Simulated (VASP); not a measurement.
Here is the system:

```
CELL_PARAMETERS angstrom
      2.94869     0.00000     0.00000
      0.00000     2.94869     0.00000
      0.00000     0.00000     2.94869
ATOMIC_POSITIONS crystal
  Ti 0.00000 0.00000 0.00000
  Co 0.50000 0.50000 0.50000
```

Computed with rev-vdW-DF2, VASP's PBE PAW potentials (set 64) (plane waves; VASP 6.6.1). Settings: 520 eV cut-off, 11×11×11 Γ-centred mesh, first-order Methfessel-Paxton smearing of 0.10 eV, potentials Ti_sv Co.

Q: Predict the energy per atom (σ→0), band gap (on the k-mesh) with the smallest direct gap where there is one.

A: 
The band gap (on the k-mesh) is none (metal, semimetal or under 0.01 eV) and the energy per atom (σ→0) is -5.506 eV/atom.

The compound is TiCo in the CsCl type structure. It was relaxed first. The start is the result of an earlier pass. The run is not spin-polarised, so no magnetic state was tried. The electron count is odd and the run is not spin-polarised, which forces a metal.
